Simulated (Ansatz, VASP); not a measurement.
## Cross-check of LiF (Griceite) between VASP and Ansatz

Aim: how closely do two programs agree when they are given the same cell, functional and k mesh? The cell is taken from a series of runs on this material, whose earlier steps may have relaxed, scaled, displaced or heated it; both programs get it as it stands.

Program: Ansatz 0.2.0. Level of theory: plane waves, with VASP 6.6.1 beside it; zone-centre phonons at PBE. Results are calculated unless marked as measured.

**1. The structure**

Symmetry: Fm-3m, No. 225, cubic system. Conventional cell: a = 4.094 Å, b = 4.094 Å, c = 4.094 Å, α = 90.00°, β = 90.00°, γ = 90.00°. Nearest to Li lie 6 F at 2.05 Å. F has 6 Li at 2.05 Å nearest. Farther neighbours and most contacts between anions are not listed.

**2. VASP: zone-centre phonons, PBE**

Second derivatives magnify differences that forces hide, and they need a tight electronic threshold.

Lines of VASP's logs that name or quote its potential files are left out, and so is its time.

INCAR reads:

```
SYSTEM = LiF
PREC = Accurate
ENCUT = 750
EDIFF = 1E-08
NELM = 120
ISMEAR = 0
SIGMA = 0.01
LREAL = .FALSE.
ALGO = Normal
GGA = PE
NBANDS = 11
LORBIT = 11
LWAVE = .FALSE.
LCHARG = .FALSE.
ISIF = 2
IBRION = 8
LEPSILON = .TRUE.
LASPH = .TRUE.
GGA_COMPAT = .FALSE.
EFERMI = MIDGAP
KPAR = 2
```

POSCAR reads:

```
LiF
1.0
    0.0000000000      2.0470767856      2.0470767856
    2.0470767856      0.0000000000      2.0470767856
    2.0470767856      2.0470767856      0.0000000000
Li F
1 1
Direct
    0.0000000000      0.0000000000      0.0000000000
    0.5000000000      0.5000000000      0.5000000000
```

KPOINTS reads:

```
Automatic mesh
0
Gamma
12 12 12
0 0 0
```

The projector-augmented-wave data sets are Li_sv and F (PBE family, release 64).

Command:

```sh
$ mpirun -np 2 vasp_std
```

Numbers of over 12 decimals in the logs are rounded to 6 here.

The program printed:

```text
[banner, memory and clock lines left out]
running    2 mpi-ranks, on    1 nodes
 distrk:  each k-point on    1 cores,    2 groups
 distr:  one band on    1 cores,    1 groups

 POSCAR found type information on POSCAR LiF
 POSCAR found :  2 types and       2 ions
 LDA part: xc-table for (Slater+PW92), standard interpolation
 POSCAR, INCAR and KPOINTS ok, starting setup
 FFT: planning ... GRIDC
 FFT: planning ... GRID_SOFT
 FFT: planning ... GRID
 WAVECAR not read
 entering main loop
       N       E                     dE             d eps       ncg     rms          rms(c)
DAV:   1     0.474673035140E+02    0.47467E+02   -0.67074E+03  1592   0.120E+03
DAV:   2    -0.830436850893E+01   -0.55772E+02   -0.54491E+02  1834   0.232E+02
DAV:   3    -0.101260872810E+02   -0.18217E+01   -0.18164E+01  2056   0.380E+01
DAV:   4    -0.101542935259E+02   -0.28206E-01   -0.28202E-01  1956   0.499E+00
DAV:   5    -0.101546381496E+02   -0.34462E-03   -0.34462E-03  2140   0.411E-01    0.453E+00
DAV:   6    -0.963400024814E+01    0.52064E+00   -0.26648E+00  1818   0.107E+01    0.146E+00
DAV:   7    -0.963707634943E+01   -0.30761E-02   -0.19103E-02  2090   0.134E+00    0.883E-01
DAV:   8    -0.964329109965E+01   -0.62148E-02   -0.17285E-02  2058   0.154E+00    0.122E-01
DAV:   9    -0.964331589598E+01   -0.24796E-04   -0.10391E-03  1946   0.319E-01    0.468E-02
DAV:  10    -0.964343153868E+01   -0.11564E-03   -0.17026E-04  1781   0.109E-01    0.140E-02
DAV:  11    -0.964343070756E+01    0.83113E-06   -0.57972E-06  2226   0.257E-02    0.140E-03
DAV:  12    -0.964343087022E+01   -0.16266E-06   -0.57873E-07  1850   0.766E-03    0.104E-03
DAV:  13    -0.964343084664E+01    0.23581E-07   -0.59948E-08  1919   0.227E-03    0.297E-04
DAV:  14    -0.964343083405E+01    0.12583E-07   -0.38943E-09  1280   0.646E-04    0.590E-05
DAV:  15    -0.964343082916E+01    0.48924E-08   -0.15067E-09  1116   0.336E-04
   1 F= -.96434308E+01 E0= -.96434308E+01  d E =0.000000E+00
 Linear response reoptimize wavefunctions to high precision
DAV:   1    -0.964343082721E+01    0.19553E-08   -0.15542E-10  1207   0.116E-04
DAV:   2    -0.964343082721E+01   -0.77307E-11   -0.14435E-11  1098   0.336E-05
 Linear response G [H, r] |phi>, progress :
  Direction:   1
       N       E                     dE             d eps       ncg     rms
RMM:   1    -0.335828253618E+02   -0.33583E+02    0.19515E+02  2227   0.178E+02
RMM:   2    -0.339997010088E+02   -0.41688E+00   -0.10007E+01  3258   0.240E+01
RMM:   3    -0.341283543154E+02   -0.12865E+00   -0.55333E-01  3501   0.543E+00
RMM:   4    -0.341597298724E+02   -0.31376E-01   -0.82890E-02  3590   0.207E+00
RMM:   5    -0.341645966361E+02   -0.48668E-02   -0.10850E-02  3530   0.793E-01
RMM:   6    -0.341653928616E+02   -0.79623E-03   -0.17909E-03  3493   0.316E-01
RMM:   7    -0.341655260578E+02   -0.13320E-03   -0.31229E-04  3497   0.127E-01
RMM:   8    -0.341655534022E+02   -0.27344E-04   -0.80760E-05  3536   0.505E-02
RMM:   9    -0.341655586708E+02   -0.52686E-05   -0.59751E-05  3540   0.223E-02
RMM:  10    -0.341655600820E+02   -0.14112E-05   -0.34539E-04  3540   0.106E-02
RMM:  11    -0.341655602309E+02   -0.14891E-06    0.38958E-04  3571   0.585E-03
RMM:  12    -0.341655604597E+02   -0.22877E-06    0.76669E-05  3524   0.377E-03
RMM:  13    -0.341655601320E+02    0.32769E-06    0.39378E-04  3370   0.287E-03
RMM:  14    -0.341655599561E+02    0.17589E-06   -0.15242E-04  3129   0.247E-03
RMM:  15    -0.341655597050E+02    0.25111E-06   -0.66077E-05  2857   0.229E-03
RMM:  16    -0.341655603976E+02   -0.69263E-06   -0.51288E-04  2648   0.216E-03
RMM:  17    -0.341655600081E+02    0.38950E-06   -0.48205E-04  2514   0.210E-03
RMM:  18    -0.341655602139E+02   -0.20576E-06   -0.72297E-04  2415   0.209E-03
 Linear response G [H, r] |phi>, progress :
  Direction:   2
       N       E                     dE             d eps       ncg     rms
RMM:   1    -0.364091397383E+02   -0.36409E+02    0.15519E+01  2247   0.137E+02
RMM:   2    -0.360151051767E+02    0.39403E+00   -0.68164E+00  3193   0.210E+01
RMM:   3    -0.360794697601E+02   -0.64365E-01   -0.34381E-01  3515   0.478E+00
RMM:   4    -0.360986524636E+02   -0.19183E-01   -0.55132E-02  3580   0.183E+00
RMM:   5    -0.361023211581E+02   -0.36687E-02   -0.89735E-03  3568   0.732E-01
RMM:   6    -0.361030212214E+02   -0.70006E-03   -0.17112E-03  3529   0.306E-01
RMM:   7    -0.361031661227E+02   -0.14490E-03   -0.32944E-04  3554   0.128E-01
RMM:   8    -0.361031968319E+02   -0.30709E-04   -0.51382E-05  3593   0.526E-02
RMM:   9    -0.361032042967E+02   -0.74648E-05    0.74114E-06  3581   0.238E-02
RMM:  10    -0.361032061540E+02   -0.18573E-05   -0.47851E-05  3568   0.118E-02
RMM:  11    -0.361032064008E+02   -0.24680E-06    0.33372E-04  3583   0.638E-03
RMM:  12    -0.361032064590E+02   -0.58241E-07   -0.38913E-04  3531   0.396E-03
RMM:  13    -0.361032061680E+02    0.29104E-06   -0.12052E-04  3390   0.286E-03
[...]
RMM:  13    -0.401342793472E-01   -0.47219E-10   -0.77377E-07  2042   0.104E-04
RMM:  14    -0.401342783195E-01    0.10277E-08   -0.47769E-07  1759   0.882E-05
RMM:  15    -0.401342775634E-01    0.75607E-09   -0.33325E-07  1554   0.822E-05
RMM:  16    -0.401342775631E-01    0.36555E-12   -0.20965E-07  1484   0.798E-05
RMM:  17    -0.401342768191E-01    0.74400E-09   -0.15396E-07  1390   0.790E-05
[...]
RMM:   5    -0.546137247708E-01   -0.61251E-03   -0.16928E-04  7705   0.954E-02    0.673E-03
RMM:   6    -0.546215134383E-01   -0.77887E-05   -0.31418E-05  7829   0.306E-02    0.117E-03
RMM:   7    -0.546484978204E-01   -0.26984E-04   -0.56871E-06  7925   0.121E-02    0.247E-04
RMM:   8    -0.546481949123E-01    0.30291E-06   -0.10674E-06  8107   0.500E-03    0.148E-04
RMM:   9    -0.546454536940E-01    0.27412E-05   -0.94300E-07  7884   0.227E-03    0.606E-05
RMM:  10    -0.546459098833E-01   -0.45619E-06   -0.26470E-06  7936   0.977E-04    0.117E-05
RMM:  11    -0.546457794350E-01    0.13045E-06   -0.46108E-06  7547   0.446E-04    0.119E-05
RMM:  12    -0.546455204072E-01    0.25903E-06   -0.39391E-06  7313   0.237E-04    0.333E-06
 change of polarisation eV/A/(eV/A) component  2 :     0.010     0.099    -0.002
 dielectric tensor                  component  2 :     0.110     2.043    -0.021
 Linear response to external field, progress :
  Direction:   3
       N       E                     dE             d eps       ncg     rms          rms(c)
RMM:   1    -0.477911413731E-01   -0.47791E-01   -0.11417E-01  7984   0.183E+00
RMM:   2    -0.496354577729E-01   -0.18443E-02   -0.47470E-03  7223   0.483E-01    0.356E-01
RMM:   3    -0.501706241940E-01   -0.53517E-03   -0.17064E-03  7217   0.319E-01    0.216E-01
RMM:   4    -0.540013110539E-01   -0.38307E-02   -0.11099E-03  6855   0.327E-01    0.230E-02
RMM:   5    -0.546136338194E-01   -0.61232E-03   -0.16925E-04  7703   0.954E-02    0.672E-03
RMM:   6    -0.546214787604E-01   -0.78449E-05   -0.31513E-05  7826   0.306E-02    0.117E-03
RMM:   7    -0.546484539326E-01   -0.26975E-04   -0.57082E-06  7940   0.121E-02    0.247E-04
RMM:   8    -0.546481429639E-01    0.31097E-06   -0.10899E-06  8109   0.500E-03    0.148E-04
RMM:   9    -0.546454202069E-01    0.27228E-05   -0.18141E-07  7886   0.227E-03    0.581E-05
RMM:  10    -0.546458704340E-01   -0.45023E-06   -0.11881E-06  7937   0.984E-04    0.118E-05
RMM:  11    -0.546457378364E-01    0.13260E-06   -0.33517E-06  7490   0.448E-04    0.991E-06
 change of polarisation eV/A/(eV/A) component  3 :    -0.000     0.007     0.099
 dielectric tensor                  component  3 :    -0.001     0.077     2.043
 Linear response DOF=           2
 Linear response progress:
  Degree of freedom:   1/  2
       N       E                     dE             d eps       ncg     rms          rms(c)
RMM:   1    -0.169382693505E+00   -0.16938E+00    0.11849E+00  4569   0.154E+01
RMM:   2    -0.173018152198E+00   -0.36355E-02   -0.12237E-02  6174   0.885E-01    0.901E-02
RMM:   3    -0.172989120908E+00    0.29031E-04   -0.11646E-03  7201   0.272E-01    0.473E-02
RMM:   4    -0.172902144259E+00    0.86977E-04   -0.27787E-04  7354   0.123E-01    0.869E-03
RMM:   5    -0.172913880944E+00   -0.11737E-04   -0.87728E-05  7594   0.535E-02    0.156E-03
RMM:   6    -0.172960900689E+00   -0.47020E-04   -0.36091E-05  7727   0.269E-02    0.893E-04
RMM:   7    -0.172981658528E+00   -0.20758E-04   -0.36637E-05  7911   0.116E-02    0.236E-04
RMM:   8    -0.172989566583E+00   -0.79081E-05   -0.75087E-05  7728   0.673E-03    0.129E-04
RMM:   9    -0.172990136785E+00   -0.57020E-06   -0.52858E-05  8200   0.438E-03    0.402E-05
RMM:  10    -0.172990476994E+00   -0.34021E-06   -0.35077E-05  8249   0.308E-03    0.288E-05
RMM:  11    -0.172991628633E+00   -0.11516E-05   -0.25958E-05  7379   0.236E-03    0.264E-05
RMM:  12    -0.172990380521E+00    0.12481E-05   -0.19706E-05  7731   0.185E-03    0.282E-05
RMM:  13    -0.172990481991E+00   -0.10147E-06   -0.15775E-05  8472   0.147E-03    0.332E-05
RMM:  14    -0.172990589383E+00   -0.10739E-06   -0.12974E-05  8114   0.121E-03    0.376E-05
[...]
RMM:  24    -0.172991893701E+00   -0.73318E-09   -0.28765E-06  5486   0.310E-04    0.401E-06
RMM:  25    -0.172991894132E+00   -0.43038E-09   -0.25838E-06  5055   0.289E-04    0.466E-06
RMM:  26    -0.172991892222E+00    0.19095E-08   -0.23307E-06  5585   0.271E-04    0.528E-06
RMM:  27    -0.172991893864E+00   -0.16418E-08   -0.21164E-06  4767   0.257E-04    0.566E-06
RMM:  28    -0.172991891069E+00    0.27949E-08   -0.19309E-06  5595   0.244E-04    0.620E-06
RMM:  29    -0.172991890507E+00    0.56201E-09   -0.17656E-06  5131   0.234E-04    0.658E-06
RMM:  30    -0.172991884194E+00    0.63130E-08   -0.16224E-06  6402   0.225E-04    0.718E-06
RMM:  31    -0.172991884919E+00   -0.72460E-09   -0.14929E-06  4690   0.216E-04    0.739E-06
 first order change of Fermi-energy   0.14316E-03
 force on displaced ion       1 direction 1 :  -1.187   0.000   0.000
 Born effective charge ion    1 direction 1 :   1.056   0.000   0.000
 Linear response progress:
  Degree of freedom:   2/  2
       N       E                     dE             d eps       ncg     rms          rms(c)
RMM:   1    -0.525673070738E+00   -0.52567E+00    0.56716E-01  6801   0.482E+00
RMM:   2    -0.520498210435E+00    0.51749E-02   -0.74783E-03  6567   0.753E-01    0.907E-02
RMM:   3    -0.522292942984E+00   -0.17947E-02   -0.87242E-04  6963   0.222E-01    0.501E-02
RMM:   4    -0.524585429153E+00   -0.22925E-02   -0.28002E-04  6748   0.128E-01    0.123E-02
RMM:   5    -0.524879435332E+00   -0.29401E-03   -0.33322E-05  7369   0.441E-02    0.338E-03
RMM:   6    -0.524723895213E+00    0.15554E-03   -0.57359E-06  7277   0.166E-02    0.839E-04
RMM:   7    -0.524713792952E+00    0.10102E-04   -0.95525E-07  7530   0.649E-03    0.958E-05
RMM:   8    -0.524713872896E+00   -0.79944E-07   -0.18430E-07  7865   0.268E-03    0.468E-05
RMM:   9    -0.524712498387E+00    0.13745E-05   -0.49805E-08  7793   0.123E-03    0.162E-05
RMM:  10    -0.524711889001E+00    0.60939E-06    0.24736E-08  7916   0.615E-04    0.439E-06
RMM:  11    -0.524711957503E+00   -0.68503E-07    0.75538E-08  8218   0.362E-04    0.242E-06
RMM:  12    -0.524711891830E+00    0.65673E-07    0.38844E-08  8160   0.261E-04    0.571E-07
RMM:  13    -0.524711903990E+00   -0.12160E-07   -0.20775E-08  8088   0.217E-04    0.607E-07
RMM:  14    -0.524711892693E+00    0.11297E-07   -0.23093E-08  7917   0.198E-04    0.343E-07
RMM:  15    -0.524711880812E+00    0.11880E-07   -0.45174E-08  7851   0.190E-04    0.137E-07
RMM:  16    -0.524711882601E+00   -0.17881E-08   -0.65999E-08  6469   0.187E-04    0.749E-08
 first order change of Fermi-energy   0.15873E-02
 force on displaced ion       2 direction 1 :  -1.154   0.000   0.000
 Born effective charge ion    2 direction 1 :  -1.056   0.000   0.000
 Born effective charges drift removed
 Linear response finished
```

Parts of OUTCAR (step 2):

```text
ion  position               nearest neighbor table
   1  0.000  0.000  0.000-   2 2.05   2 2.05   2 2.05   2 2.05   2 2.05   2 2.05
   2  0.500  0.500  0.500-   1 2.05   1 2.05   1 2.05   1 2.05   1 2.05   1 2.05

  LATTYP: Found a face centered cubic cell.
 ALAT       =     4.0941535712

 Subroutine GETGRP returns: Found 48 space group operations
 (whereof 48 operations were pure point group operations)

The static configuration has the point symmetry O_h .

 Found     72 irreducible k-points:

   k-points           NKPTS =     72   k-points in BZ     NKDIM =     72   number of bands    NBANDS=     11

   dimension x,y,z NGX =    28 NGY =   28 NGZ =   28
   dimension x,y,z NGXF=    56 NGYF=   56 NGZF=   56

   ENCUT  =  750.0 eV  55.12 Ry    7.42 a.u.   6.46  6.46  6.46*2*pi/ulx,y,z

   NELECT =      10.0000    total number of electrons

 k-points in reciprocal lattice and weights: Automatic mesh
   0.00000000  0.00000000  0.00000000       0.001
   0.08333333  0.00000000  0.00000000       0.005
   0.16666667  0.00000000  0.00000000       0.005
   0.25000000  0.00000000  0.00000000       0.005
   0.33333333  0.00000000  0.00000000       0.005
   0.41666667  0.00000000  0.00000000       0.005
   0.50000000  0.00000000  0.00000000       0.002
   0.08333333  0.08333333  0.00000000       0.003
   0.16666667  0.08333333  0.00000000       0.014
[...]
-0.33333333  0.50000000  0.16666667       0.007
  -0.25000000  0.50000000  0.25000000       0.003

 average (electrostatic) potential at core
       1 -61.3749       2 -77.0235

  Total       -0.2049287     -0.2049287     -0.2049287      0.0000000      0.0000000      0.0000000
  in kB      -19.1373092    -19.1373092    -19.1373092      0.0000000      0.0000000      0.0000000
  external PRESSURE =     -19.1373092 kB  Pullay stress =       0.0000000 kB

  energy-cutoff  :      750.00
  volume of cell :       17.16
      direct lattice vectors                 reciprocal lattice vectors
     0.000000000  2.047076786  2.047076786    -0.244250730  0.244250730  0.244250730
     2.047076786  0.000000000  2.047076786     0.244250730 -0.244250730  0.244250730
     2.047076786  2.047076786  0.000000000     0.244250730  0.244250730 -0.244250730

 POSITION                                       TOTAL-FORCE (eV/Angst)
 -----------------------------------------------------------------------------------
      0.00000      0.00000      0.00000         0.000000     -0.000000     -0.000000
      2.04708      2.04708      2.04708        -0.000000      0.000000      0.000000
 -----------------------------------------------------------------------------------
    total drift:                                0.000000      0.000000      0.000000

 MACROSCOPIC STATIC DIELECTRIC TENSOR (including local field effects in DFT)
 ------------------------------------------------------
           2.042964     0.000000    -0.000000
           0.000000     2.042964     0.000000
          -0.000000     0.000000     2.042964
 ------------------------------------------------------

 PIEZOELECTRIC TENSOR (including local field effects)  for field in x, y, z        (C/m^2)
          XX          YY          ZZ          XY          YZ          ZX
  --------------------------------------------------------------------------------
  x     0.00000     0.00000     0.00000     0.00000     0.00000     0.00000
  y     0.00000     0.00000     0.00000     0.00000     0.00000     0.00000
  z     0.00000     0.00000     0.00000     0.00000     0.00000     0.00000

 BORN EFFECTIVE CHARGES (including local field effects) (in |e|, cummulative output)
 ---------------------------------------------------------------------------------
 ion    1
    1     1.05577     0.00000     0.00000
    2     0.00000     1.05577     0.00000
    3     0.00000     0.00000     1.05577
 ion    2
    1    -1.05577     0.00000     0.00000
    2     0.00000    -1.05577     0.00000
    3     0.00000     0.00000    -1.05577

 Eigenvectors and eigenvalues of the dynamical matrix
 ----------------------------------------------------

   1 f  =    7.498533 THz    47.114672 2PiTHz  250.124134 cm-1    31.011426 meV
             X         Y         Z           dx          dy          dz
      0.000000  0.000000  0.000000    -0.857930    0.000000    0.000000
      2.047077  2.047077  2.047077     0.513766    0.000000    0.000000

   2 f  =    7.498533 THz    47.114672 2PiTHz  250.124134 cm-1    31.011426 meV
             X         Y         Z           dx          dy          dz
      0.000000  0.000000  0.000000     0.000000    0.857930    0.000000
      2.047077  2.047077  2.047077     0.000000   -0.513766    0.000000

   3 f  =    7.498533 THz    47.114672 2PiTHz  250.124134 cm-1    31.011426 meV
             X         Y         Z           dx          dy          dz
      0.000000  0.000000  0.000000     0.000000    0.000000    0.857930
      2.047077  2.047077  2.047077     0.000000    0.000000   -0.513766

   4 f/i=    0.047282 THz     0.297079 2PiTHz    1.577143 cm-1     0.195541 meV
             X         Y         Z           dx          dy          dz
      0.000000  0.000000  0.000000     0.000000    0.000000   -0.513766
      2.047077  2.047077  2.047077     0.000000    0.000000   -0.857930

   5 f/i=    0.047282 THz     0.297079 2PiTHz    1.577143 cm-1     0.195541 meV
             X         Y         Z           dx          dy          dz
      0.000000  0.000000  0.000000    -0.513766    0.000000    0.000000
      2.047077  2.047077  2.047077    -0.857930    0.000000    0.000000

   6 f/i=    0.047282 THz     0.297079 2PiTHz    1.577143 cm-1     0.195541 meV
             X         Y         Z           dx          dy          dz
      0.000000  0.000000  0.000000     0.000000   -0.513766    0.000000
      2.047077  2.047077  2.047077     0.000000   -0.857930    0.000000

 MACROSCOPIC STATIC DIELECTRIC TENSOR IONIC CONTRIBUTION
 ------------------------------------------------------
          10.044604    -0.000000     0.000000
          -0.000000    10.044604    -0.000000
           0.000000    -0.000000    10.044604
 ------------------------------------------------------

 ELASTIC MODULI CONTR FROM IONIC RELAXATION (kBar)
 Direction    XX          YY          ZZ          XY          YZ          ZX
 --------------------------------------------------------------------------------
 XX           0.0000      0.0000      0.0000      0.0000      0.0000      0.0000
 YY           0.0000      0.0000      0.0000      0.0000      0.0000      0.0000
 ZZ           0.0000      0.0000      0.0000      0.0000      0.0000      0.0000
 XY           0.0000      0.0000      0.0000      0.0000      0.0000      0.0000
 YZ           0.0000      0.0000      0.0000      0.0000      0.0000      0.0000
 ZX           0.0000      0.0000      0.0000      0.0000      0.0000      0.0000
 --------------------------------------------------------------------------------

 PIEZOELECTRIC TENSOR IONIC CONTR  for field in x, y, z        (C/m^2)
          XX          YY          ZZ          XY          YZ          ZX
  --------------------------------------------------------------------------------
  x     0.00000     0.00000     0.00000     0.00000     0.00000     0.00000
  y     0.00000     0.00000     0.00000     0.00000     0.00000     0.00000
  z     0.00000     0.00000     0.00000     0.00000     0.00000     0.00000
```

[end of part 1 of 2]

[Lines on the potential files, build, host, timing and source positions are cut from VASP's logs without a mark.]

[Logs are printed without paths, hosts, clocks, repeated set-up lines and the standing remarks that a program may print on its own settings, such as how far it seeks lower states.]

[Hosts, paths, dates, database ids (printed as entryN), source tags and the programs' standing remarks are cut or masked in the printed files.]
